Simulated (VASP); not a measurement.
# KAl (Pm-3m) in VASP: further runs, part 2 of 2

VASP 6.6.1.

## Step 3: Band structure, RPBE

Input file INCAR:

```
SYSTEM = KAl
ALGO = Normal
EDIFF = 1E-6
ENCUT = 520
GGA = RP
ISIF = 2
ISMEAR = -1
LASPH = .True.
LCHARG = .False.
LREAL = .False.
LWAVE = .False.
NELM = 100
PREC = Accurate
SIGMA = 0.05
```

Input file KPOINTS:

```
k-points
0
Gamma
  7 7 7
  0 0 0
```

Input file POSCAR:

```
KAl
1.0
    4.1269100000      0.0000000000      0.0000000000
    0.0000000000      4.1269100000      0.0000000000
    0.0000000000      0.0000000000      4.1269100000
K Al
1 1
Direct
    0.5000000000      0.5000000000      0.5000000000
    0.0000000000      0.0000000000      0.0000000000
```

Input file KPOINTS_OPT:

```
path GXMGRX,MR
15
line-mode
reciprocal
 0.0000000000  0.0000000000  0.0000000000  G
 0.0000000000  0.5000000000  0.0000000000  X

 0.0000000000  0.5000000000  0.0000000000  X
 0.5000000000  0.5000000000  0.0000000000  M

 0.5000000000  0.5000000000  0.0000000000  M
 0.0000000000  0.0000000000  0.0000000000  G

 0.0000000000  0.0000000000  0.0000000000  G
 0.5000000000  0.5000000000  0.5000000000  R

 0.5000000000  0.5000000000  0.5000000000  R
 0.0000000000  0.5000000000  0.0000000000  X

 0.5000000000  0.5000000000  0.0000000000  M
 0.5000000000  0.5000000000  0.5000000000  R
```

Potentials or basis: VASP PAW PBE potentials, release 64 (K_sv, Al).

Started as:

```console
cat potpaw_PBE.64/K_sv/POTCAR potpaw_PBE.64/Al/POTCAR > POTCAR
mpirun -np 1 vasp_std > vasp.out
```

OUTCAR:

```text
SYSTEM = KAl
   EDIFF = 1E-6
   ENCUT = 520
   GGA = RP
   ISIF = 2
   ISMEAR = -1
   LASPH = .True.
   LREAL = .False.
   NELM = 100
   PREC = Accurate

 ion  position               nearest neighbor table
   1  0.500  0.500  0.500-   2 3.57   2 3.57   2 3.57   2 3.57   2 3.57   2 3.57   2 3.57   2 3.57

   2  0.000  0.000  0.000-   1 3.57   1 3.57   1 3.57   1 3.57   1 3.57   1 3.57   1 3.57   1 3.57

  LATTYP: Found a simple cubic cell.
 ALAT       =     4.1269100000

  Lattice vectors:

 A1 = (   4.1269100000,   0.0000000000,   0.0000000000)
 A2 = (   0.0000000000,   4.1269100000,   0.0000000000)
 A3 = (   0.0000000000,   0.0000000000,   4.1269100000)

Analysis of symmetry for initial positions (statically):
=====================================================================
 Subroutine PRICEL returns:
 Original cell was already a primitive cell.

 Routine SETGRP: Setting up the symmetry group for a
 simple cubic supercell.

 Subroutine GETGRP returns: Found 48 space group operations
 (whereof 48 operations were pure point group operations)
 out of a pool of 48 trial point group operations.

The static configuration has the point symmetry O_h .

Analysis of symmetry for dynamics (positions and initial velocities):
=====================================================================
 Subroutine PRICEL returns:
 Original cell was already a primitive cell.

 Routine SETGRP: Setting up the symmetry group for a
 simple cubic supercell.

 Subroutine GETGRP returns: Found 48 space group operations
 (whereof 48 operations were pure point group operations)
 out of a pool of 48 trial point group operations.

The dynamic configuration has the point symmetry O_h .

 Subroutine INISYM returns: Found 48 space group operations
 (whereof 48 operations are pure point group operations),
 and found     1 'primitive' translations

----------------------------------------------------------------------------------------

                                     Primitive cell

  volume of cell :      70.2870

  direct lattice vectors                    reciprocal lattice vectors
     4.126910000  0.000000000  0.000000000     0.242312045  0.000000000  0.000000000
     0.000000000  4.126910000  0.000000000     0.000000000  0.242312045  0.000000000
     0.000000000  0.000000000  4.126910000     0.000000000  0.000000000  0.242312045

  length of vectors
     4.126910000  4.126910000  4.126910000     0.242312045  0.242312045  0.242312045

  position of ions in fractional coordinates (direct lattice)
     0.500000000  0.500000000  0.500000000
     0.000000000  0.000000000  0.000000000

  ion indices of the primitive-cell ions
   primitive index   ion index
                 1           1
                 2           2

----------------------------------------------------------------------------------------

 KPOINTS: k-points

Automatic generation of k-mesh.
 Grid dimensions read from file:
 generate k-points for:    7    7    7

 Generating k-lattice:

  Cartesian coordinates                     Fractional coordinates (reciprocal lattice)
     0.034616006  0.000000000  0.000000000     0.142857143  0.000000000  0.000000000
     0.000000000  0.034616006  0.000000000     0.000000000  0.142857143  0.000000000
     0.000000000  0.000000000  0.034616006     0.000000000  0.000000000  0.142857143

  Length of vectors
     0.034616006  0.034616006  0.034616006

  Shift w.r.t. Gamma in fractional coordinates (k-lattice)
     0.000000000  0.000000000  0.000000000

 Subroutine IBZKPT returns following result:
 ===========================================

 Found     20 irreducible k-points:

 Following reciprocal coordinates:
            Coordinates               Weight
  0.000000  0.000000  0.000000      1.000000
  0.142857  0.000000  0.000000      6.000000
  0.285714  0.000000  0.000000      6.000000
  0.428571  0.000000  0.000000      6.000000
  0.142857  0.142857  0.000000     12.000000
  0.285714  0.142857  0.000000     24.000000
[... 12 lines left out ...]
  0.428571  0.428571  0.285714     24.000000
  0.428571  0.428571  0.428571      8.000000
   k-points           NKPTS =     20   k-points in BZ     NKDIM =     20   number of bands    NBANDS=     10
   number of dos      NEDOS =    301   number of ions     NIONS =      2
   total plane-waves  NPLWV =  32768
   dimension x,y,z NGX =    32 NGY =   32 NGZ =   32
   dimension x,y,z NGXF=    64 NGYF=   64 NGZF=   64
   ions per type =               1   1
   NGX,Y,Z   is equivalent  to a cutoff of  12.89, 12.89, 12.89 a.u.
   NGXF,Y,Z  is equivalent  to a cutoff of  25.78, 25.78, 25.78 a.u.
 SYSTEM =  KAl
   PREC   = accura    normal or accurate (medium, high low for compatibility)
   ISTART =      0    job   : 0-new  1-cont  2-samecut
   ICHARG =      2    charge: 1-file 2-atom 10-const
   ISPIN  =      1    spin polarized calculation?
   LNONCOLLINEAR =      F non collinear calculations
   LSORBIT =      F    spin-orbit coupling
   LASPH  =      T    aspherical Exc in radial PAW
   ENCUT  =  520.0 eV  38.22 Ry    6.18 a.u.   7.67  7.67  7.67*2*pi/ulx,y,z
   NELM   =    100;   NELMIN=  2; NELMDL= -5     # of ELM steps
   EDIFF  = 0.1E-05   stopping-criterion for ELM
   LREAL  =      F    real-space projection
   EDIFFG = 0.1E-04   stopping-criterion for IOM
   NSW    =      0    number of steps for IOM
   IBRION =     -1    ionic relax: 0-MD 1-quasi-New 2-CG
   NFREE  =      0    steps in history (QN), initial steepest desc. (CG)
   ISIF   =      2    stress and relaxation
   ISYM   =      2    0-nonsym 1-usesym 2-fastsym
   POTIM  = 0.5000    time-step for ionic-motion
   TEBEG  =    0.0;   TEEND  =   0.0 temperature during run
   PSTRESS=    0.0 pullay stress
   NELECT =      12.0000    total number of electrons
   NUPDOWN=      -1.0000    fix difference up-down
   EMIN   =  10.00;   EMAX   =-10.00  energy-range for DOS
   EFERMI =   0.00;   METHOD = LEGACY
   ISMEAR =    -1;   SIGMA  =   0.05  broadening in eV -4-tet -1-fermi 0-gaus
   EFERMI_NEDOS =   21; number of points for ismear=-14 and -15
   IALGO  =     38    algorithm
   IMIX   =      4    mixing-type and parameters
     AMIX     =   0.40;   BMIX     =  1.00
     AMIX_MAG =   1.60;   BMIX_MAG =  1.00
  volume/ion in A,a.u.               =      35.14       237.16
  Fermi-wavevector in a.u.,A,eV,Ry     =   0.908190  1.716231 11.222219  0.824810
  Thomas-Fermi vector in A             =   2.032087
   LORBIT       =      0    0 simple, 1 ext, 2 COOP (PROOUT), +10 PAW based schemes
   GGA     = RP    functional components
   LHFCALC =     F    Hartree Fock is set to
   AEXX    =    0.0000 exact exchange contribution
   IVDW    =     0    specifies the selected vdW correction
   LEPSILON=     F    determine dielectric tensor
   LRPA    =     F    only Hartree local field effects (RPA)
 non-spin polarized calculation
  energy-cutoff  :      520.00
  volume of cell :       70.29
 maximum number of plane-waves:      1907
 NGX is ok and might be reduce to    32
   NGX = 15   NGY = 15   NGZ = 15

 number of electron      12.0000003 magnetization

 Free energy of the ion-electron system (eV)
  ---------------------------------------------------
  ext. energy  EPLUGINS =         0.00000000
  ---------------------------------------------------
  free energy    TOTEN  =        -3.23835286 eV

  energy without entropy =       -3.22754418  energy(sigma->0) =       -3.23294852

 E-fermi :   1.5623     XC(G=0):  -7.5454

 val. band max:        1.5569336198   @ k =   0.2857   0.2857   0.0000
 cond. band min:       1.6606384404   @ k =   0.4286   0.4286   0.4286
 fundamental gap:      0.1037048206
 Fermi energy:         1.5623048790

 k-point     1 :       0.0000    0.0000    0.0000
  band No.  band energies     occupation
      1     -29.0399      2.00000
      2     -12.4645      2.00000
      3     -12.4645      2.00000
      4     -12.4645      2.00000
      5      -3.9749      2.00000
      6       4.2767      0.00000
      7       4.2767      0.00000
      8       4.2767      0.00000
      9       4.5479      0.00000
     10       4.5479      0.00000
[... 235 lines left out ...]
 k-point    20 :       0.4286    0.4286    0.4286
  band No.  band energies     occupation
      1     -29.0176      2.00000
      2     -12.5648      2.00000
      3     -12.5630      2.00000
      4     -12.5630      2.00000
      5      -1.2051      2.00000
      6       1.3930      1.93456
      7       1.3930      1.93456
      8       1.6606      0.24549
      9       5.6037      0.00000
     10       5.8198      0.00000

------------------------ aborting loop because EDIFF is reached ----------------------------------------

  FORCE on cell =-STRESS in cart. coord.  units (eV):
  Direction    XX          YY          ZZ          XY          YZ          ZX
  --------------------------------------------------------------------------------------
  -------------------------------------------------------------------------------------
  Total        0.3924588      0.3924588      0.3924588      0.0000000      0.0000000     -0.0000000
  in kB        8.9460152      8.9460152      8.9460152      0.0000000      0.0000000     -0.0000000
  external PRESSURE =       8.9460152 kB  Pullay stress =       0.0000000 kB

 VOLUME and BASIS-vectors are now :
 -----------------------------------------------------------------------------
  energy-cutoff  :      520.00
  volume of cell :       70.29
      direct lattice vectors                 reciprocal lattice vectors
     4.126910000  0.000000000  0.000000000     0.242312045  0.000000000  0.000000000
     0.000000000  4.126910000  0.000000000     0.000000000  0.242312045  0.000000000
     0.000000000  0.000000000  4.126910000     0.000000000  0.000000000  0.242312045

 POSITION                                       TOTAL-FORCE (eV/Angst)
 -----------------------------------------------------------------------------------
      2.06345      2.06345      2.06345         0.000000      0.000000      0.000000
      0.00000      0.00000      0.00000         0.000000      0.000000      0.000000
 -----------------------------------------------------------------------------------
    total drift:                                0.000000     -0.000000     -0.000000

  FREE ENERGIE OF THE ION-ELECTRON SYSTEM (eV)
  ---------------------------------------------------
  free  energy   TOTEN  =        -3.2383528606 eV

  energy  without entropy=       -3.2275441829  energy(sigma->0) =       -3.23294852
```

Wall time 18 s (1 thread of Intel Xeon Platinum 8559C (Emerald Rapids), shared host); peak memory 0.18 GiB.

Results:

```
Free energy             : -3.2384 eV
Pressure                : 0.9 GPa
Band gap along the path : none (metal or under the smearing width)
```

Levels at the corners of the path, in eV from the Fermi level:
```
point  band 2  band 3  band 4  band 5  band 6  band 7  band 8  band 9  band 10
    Γ  -14.03  -14.03  -14.03   -5.54    2.71    2.71    2.71    2.99     2.99
    X  -14.19  -14.01  -14.01   -4.27   -1.65    2.65    2.65    4.62     5.48
    X  -14.19  -14.01  -14.01   -4.27   -1.65    2.65    2.65    4.62     5.48
    M  -14.15  -14.15  -14.00   -3.67   -0.29   -0.29    2.33    3.89     5.44
    M  -14.15  -14.15  -14.00   -3.67   -0.29   -0.29    2.33    3.89     5.44
    Γ  -14.03  -14.03  -14.03   -5.54    2.71    2.71    2.71    2.99     2.99
    Γ  -14.03  -14.03  -14.03   -5.54    2.71    2.71    2.71    2.99     2.99
    R  -14.13  -14.13  -14.13   -2.47   -0.25   -0.25   -0.25    4.21     4.21
    R  -14.13  -14.13  -14.13   -2.47   -0.25   -0.25   -0.25    4.21     4.21
    X  -14.19  -14.01  -14.01   -4.27   -1.65    2.65    2.65    4.62     5.48
    M  -14.15  -14.15  -14.00   -3.67   -0.29   -0.29    2.33    3.89     5.44
    R  -14.13  -14.13  -14.13   -2.47   -0.25   -0.25   -0.25    4.21     4.21
```

Caveat: the PAW data sets were made with another functional, which shifts forces and pressure a little.

## Step 4: Band structure, revPBE

Edit INCAR of step 3 so:

```diff
@@ -4,3 +4,3 @@
 ENCUT = 520
-GGA = RP
+GGA = RE
 ISIF = 2
```

KPOINTS is that of step 3.

POSCAR is that of step 3.

KPOINTS_OPT is that of step 3.

Started as:

```console
cat potpaw_PBE.64/K_sv/POTCAR potpaw_PBE.64/Al/POTCAR > POTCAR
mpirun -np 1 vasp_std > vasp.out
```

It took 18 s on 1 thread of Intel Xeon Platinum 8559C (Emerald Rapids), shared host; peak memory 0.18 GiB.

It converged, with:

```yaml
Free_energy: -3.3019 eV
Pressure: 0.7 GPa
Band_gap_along_the_path: none (metal or under the smearing width)
```

Levels at the corners of the path, in eV from the Fermi level:
```
point  band 3  band 4  band 5  band 6  band 7  band 8  band 9  band 10
    Γ  -14.02  -14.02   -5.54    2.72    2.72    2.72    2.98     2.98
    X  -14.00  -14.00   -4.26   -1.66    2.65    2.65    4.60     5.49
    X  -14.00  -14.00   -4.26   -1.66    2.65    2.65    4.60     5.49
    M  -14.14  -13.99   -3.67   -0.29   -0.29    2.31    3.90     5.43
    M  -14.14  -13.99   -3.67   -0.29   -0.29    2.31    3.90     5.43
    Γ  -14.02  -14.02   -5.54    2.72    2.72    2.72    2.98     2.98
    Γ  -14.02  -14.02   -5.54    2.72    2.72    2.72    2.98     2.98
    R  -14.12  -14.12   -2.47   -0.24   -0.24   -0.24    4.21     4.21
    R  -14.12  -14.12   -2.47   -0.24   -0.24   -0.24    4.21     4.21
    X  -14.00  -14.00   -4.26   -1.66    2.65    2.65    4.60     5.49
    M  -14.14  -13.99   -3.67   -0.29   -0.29    2.31    3.90     5.43
    R  -14.12  -14.12   -2.47   -0.24   -0.24   -0.24    4.21     4.21
```

Caveat: the PAW data sets were made with another functional, which shifts forces and pressure a little.

## Step 5: For comparison

An earlier run on the cell as given: functional PBE; potentials or basis VASP PAW PBE potentials, release 64 (K_sv, Al); cutoff 520 eV; k mesh 7 × 7 × 7; occupations fermi-dirac, width 0.05 eV; no spin polarisation.

- Pressure: 0.0 GPa
- Band gap on the k mesh: none (metal or under the smearing width)

## Step 6: Summary

| task | level | pressure (GPa) |
| --- | --- | --- |
| band structure | PBEsol | -0.8 |
| band structure | RPBE | 0.9 |
| band structure | revPBE | 0.7 |
| single point | PBE | 0.0 |

Alike in all rows: potentials or basis VASP PAW PBE potentials, release 64 (K_sv, Al); no spin polarisation; cell as given; k mesh 7 × 7 × 7; cutoff (eV) 520; smearing fermi-dirac 0.05 eV.

The pressure there spans -0.8 GPa (PBEsol) to 0.9 GPa (RPBE); a positive pressure means that this level wants a larger cell, a negative one a smaller.

Caveats: the PAW data sets were made with another functional, which shifts forces and pressure a little (some runs).

Absolute energies hang on the potentials; compare differences alone.
